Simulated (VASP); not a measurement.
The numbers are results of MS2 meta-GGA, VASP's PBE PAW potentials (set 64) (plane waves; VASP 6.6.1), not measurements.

VASP ran on this input.

File POSCAR:
```
Te
11.9533980
  0.1821168622  -0.3154356349   0.0000000000
  0.1821168622   0.3154356349   0.0000000000
  0.0000000000   0.0000000000   0.5000000011
Te
3
direct
  1.0000000000   0.2735725503   0.6666670000
  0.7264274497   0.7264274497   0.0000000000
  0.2735725503   1.0000000000   0.3333330000
```

INCAR:
```
SYSTEM  =  Te
PREC  =  Accurate; ENCUT  =  520; LREAL  =  .False.
LASPH  =  .True.
EDIFF  =  1E-7; NELM  =  100; ALGO  =  Normal
LMAXMIX  =  4; LMIXTAU  =  .True.
ISMEAR  =  -5
METAGGA  =  MS2
ISIF  =  2
LWAVE  =  .False.; LCHARG  =  .False.; LORBIT  =  11
NEDOS  =  601
LEFG  =  .True.
```

**KPOINTS**
```
Regular mesh
0
gamma
7 7 4
0 0 0
```

**KPOINTS_OPT**
```
k-points along high-symmetry lines
6
Line-mode
Reciprocal
  0.000000   0.000000   0.000000 ! GAMMA
  0.500000   0.000000   0.000000 ! M

  0.500000   0.000000   0.000000 ! M
  0.333333   0.333333   0.000000 ! K

  0.333333   0.333333   0.000000 ! K
  0.000000   0.000000   0.000000 ! GAMMA

  0.000000   0.000000   0.000000 ! GAMMA
  0.000000   0.000000   0.500000 ! A

  0.000000   0.000000   0.500000 ! A
  0.500000   0.000000   0.500000 ! L

  0.500000   0.000000   0.500000 ! L
  0.333333   0.333333   0.500000 ! H

  0.333333   0.333333   0.500000 ! H
  0.000000   0.000000   0.500000 ! A

  0.500000   0.000000   0.500000 ! L
  0.500000   0.000000   0.000000 ! M

  0.333333   0.333333   0.500000 ! H
  0.333333   0.333333   0.000000 ! K
```

POTCAR, in this order: Te (PBE.64 set). Program: vasp_std.

The resulting files:

OUTCAR:
```
 ion  position               nearest neighbor table
   1  0.000  0.274  0.667-   2 2.87   3 2.87   2 3.41   2 3.41   3 3.41   3 3.41
   2  0.726  0.726  0.000-   3 2.87   1 2.87   1 3.41   3 3.41   3 3.41   1 3.41
   3  0.274  0.000  0.333-   2 2.87   1 2.87   2 3.41   2 3.41   1 3.41   1 3.41
  LATTYP: Found a hexagonal cell.
 ALAT       =     4.3538304311
 C/A-ratio  =     1.3727450134
 Subroutine PRICEL returns:
 Original cell was already a primitive cell.
 Subroutine GETGRP returns: Found  6 space group operations
The static configuration has the point symmetry C_2 .
 The point group associated with its full space group is D_3 .
The dynamic configuration has the point symmetry C_2 .
 Subroutine INISYM returns: Found  6 space group operations
 Subroutine IBZKPT returns following result:
 Found     28 irreducible k-points:

 Following reciprocal coordinates:
            Coordinates               Weight
  0.000000  0.000000  0.000000      1.000000
  0.142857  0.000000  0.000000      6.000000
  0.285714  0.000000  0.000000      6.000000
  0.428571  0.000000  0.000000      6.000000
  0.142857  0.142857  0.000000      6.000000
  0.285714  0.142857  0.000000     12.000000
...
```

### OSZICAR
```
       N       E                     dE             d eps       ncg     rms          rms(c)
DAV:   1     0.709087227390E+02    0.70909E+02   -0.61318E+03   728   0.104E+03
DAV:   2    -0.388631631115E+01   -0.74795E+02   -0.72403E+02   969   0.156E+02
DAV:   3    -0.837764282647E+01   -0.44913E+01   -0.44550E+01   903   0.423E+01
DAV:   4    -0.843653720244E+01   -0.58894E-01   -0.58841E-01   808   0.582E+00
DAV:   5    -0.843750901170E+01   -0.97181E-03   -0.97179E-03   876   0.750E-01    0.138E+01
DAV:   6     0.263050399155E+01    0.11068E+02   -0.72429E+00   728   0.306E+01    0.809E+00
DAV:   7     0.348898474543E+01    0.85848E+00   -0.25639E+00   728   0.168E+01    0.835E-01
DAV:   8     0.349349657991E+01    0.45118E-02   -0.15957E-01   783   0.474E+00    0.963E-01
DAV:   9     0.343256647661E+01   -0.60930E-01   -0.70713E-02   728   0.365E+00    0.311E-01
DAV:  10     0.343085512246E+01   -0.17114E-02   -0.27174E-02   728   0.206E+00    0.398E-01
DAV:  11     0.342164686737E+01   -0.92083E-02   -0.12360E-02   728   0.133E+00    0.479E-02
DAV:  12     0.342171366154E+01    0.66794E-04   -0.96442E-04   798   0.377E-01    0.437E-02
DAV:  13     0.342136706863E+01   -0.34659E-03   -0.41237E-04   728   0.301E-01    0.282E-02
DAV:  14     0.342137737004E+01    0.10301E-04   -0.74892E-05   738   0.108E-01    0.107E-02
DAV:  15     0.342134804779E+01   -0.29322E-04   -0.17951E-05   748   0.515E-02    0.810E-03
DAV:  16     0.342135180220E+01    0.37544E-05   -0.26139E-06   803   0.215E-02    0.358E-03
DAV:  17     0.342134752913E+01   -0.42731E-05   -0.11900E-06   728   0.149E-02    0.279E-03
DAV:  18     0.342134998694E+01    0.24578E-05   -0.71701E-07   728   0.111E-02    0.135E-03
DAV:  19     0.342134862001E+01   -0.13669E-05   -0.64390E-08   379   0.355E-03    0.525E-04
DAV:  20     0.342134921908E+01    0.59907E-06   -0.16329E-08   364   0.157E-03    0.224E-04
DAV:  21     0.342134912787E+01   -0.91206E-07   -0.31575E-09   364   0.704E-04
   1 F= 0.34213491E+01 E0= 0.34213491E+01  d E =0.000000E+00
       N       E                     dE             ncg
       N       E                     dE             ncg
```

File OUTCAR:
```
------------------------ aborting loop because EDIFF is reached ----------------------------------------
  FORCE on cell =-STRESS in cart. coord.  units (eV):
  Direction    XX          YY          ZZ          XY          YZ          ZX
  --------------------------------------------------------------------------------------
  Total        0.0303302      0.0303302     -0.0537904      0.0000000      0.0000000     -0.0000000
  in kB        0.4952800      0.4952799     -0.8783760      0.0000000      0.0000000     -0.0000000
  external PRESSURE =       0.0373946 kB  Pullay stress =       0.0000000 kB
  volume of cell :       98.11
      direct lattice vectors                 reciprocal lattice vectors
     2.176915337 -3.770527687  0.000000000     0.229682795 -0.132607434  0.000000000
     2.176915337  3.770527687  0.000000000     0.229682795  0.132607434  0.000000000
     0.000000000  0.000000000  5.976699014     0.000000000  0.000000000  0.167316440
 POSITION                                       TOTAL-FORCE (eV/Angst)
 -----------------------------------------------------------------------------------
      0.59554      1.03151      3.98447        -0.000143     -0.000247      0.000000
      3.16274      0.00000      0.00000         0.000285      0.000000      0.000000
      0.59554     -1.03151      1.99223        -0.000143      0.000247     -0.000000
 -----------------------------------------------------------------------------------
    total drift:                               -0.000173     -0.000385      0.000015
  FREE ENERGIE OF THE ION-ELECTRON SYSTEM (eV)
  ---------------------------------------------------
  free  energy   TOTEN  =         3.4213491279 eV

  energy  without entropy=        3.4213491279  energy(sigma->0) =        3.42134913

 total charge

# of ion       s       p       d       tot
------------------------------------------
    1        1.452   1.829   0.048   3.329
    2        1.452   1.829   0.048   3.329
    3        1.452   1.829   0.048   3.329
--------------------------------------------------
tot          4.356   5.488   0.143   9.986

 Electric field gradients after diagonalization (V/A^2)
 (convention: |V_zz| > |V_xx| > |V_yy|)
----------------------------------------------------------------------
 ion       V_xx      V_yy      V_zz     asymmetry (V_yy - V_xx)/ V_zz
----------------------------------------------------------------------
   1     352.330   169.342  -521.672       0.351
   2     352.329   169.342  -521.672       0.351
   3     352.330   169.342  -521.672       0.351
```
(Selected blocks of OUTCAR.)

The compound is Te in the trig structure. It was relaxed first.
